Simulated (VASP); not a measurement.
A convergence study with VASP on As (a7): one setting is varied, all else stays as given below, so the limit is that of these other settings. Each run relaxes cell and ions from the cell shown.

```
As
1.0
    3.68036    -1.88000     0.00000
    3.68036     1.88000     0.00000
    2.72002     0.00000     3.11142
As
2
Direct
  0.22700   0.22700   0.22700
  0.77300   0.77300   0.77300
```

Calculation: PBE GGA, VASP's PBE PAW potentials (set 64) (plane waves; VASP). The tightest run used: 550 eV cut-off, 16×16×16 Γ-centred mesh, first-order Methfessel-Paxton smearing of 0.10 eV, potentials As.

Task: The settings run are 2×2×2 mesh; 3×3×3 mesh; 4×4×4 mesh; 5×5×5 mesh; 6×6×6 mesh; 7×7×7 mesh; 8×8×8 mesh; 9×9×9 mesh; 11×11×11 mesh; 12×12×12 mesh; 13×13×13 mesh; 14×14×14 mesh; 15×15×15 mesh; 16×16×16 mesh. From which on does the relaxed volume stay within 0.1 Å³/atom of the tightest run?

Result: From 12×12×12 mesh on: it is off by 0.042 there and by no more than 0.1 in any finer run, while 11×11×11 mesh is off by 0.123.
```csv
setting,relaxed volume (Å³/atom),E (eV/atom),irreducible k-points,difference judged (Å³/atom)
2×2×2 mesh,31.553,-4.2331,4,8.865
3×3×3 mesh,22.412,-4.7593,6,0.277
4×4×4 mesh,22.391,-4.7133,13,0.297
5×5×5 mesh,22.231,-4.6982,19,0.458
6×6×6 mesh,22.507,-4.6901,32,0.181
7×7×7 mesh,22.449,-4.6817,44,0.240
8×8×8 mesh,22.590,-4.6774,65,0.098
9×9×9 mesh,22.648,-4.6757,85,0.040
11×11×11 mesh,22.565,-4.6729,146,0.123
12×12×12 mesh,22.647,-4.6717,189,0.042
13×13×13 mesh,22.610,-4.6717,231,0.078
14×14×14 mesh,22.711,-4.6712,288,0.022
15×15×15 mesh,22.688,-4.6710,344,0.000
16×16×16 mesh,22.689,-4.6710,417,0.000
```

Left out are rungs that failed or repeat a setting and relaxations that didn't move; long series are thinned to 24 rows.

The compound is As in the a7 structure.
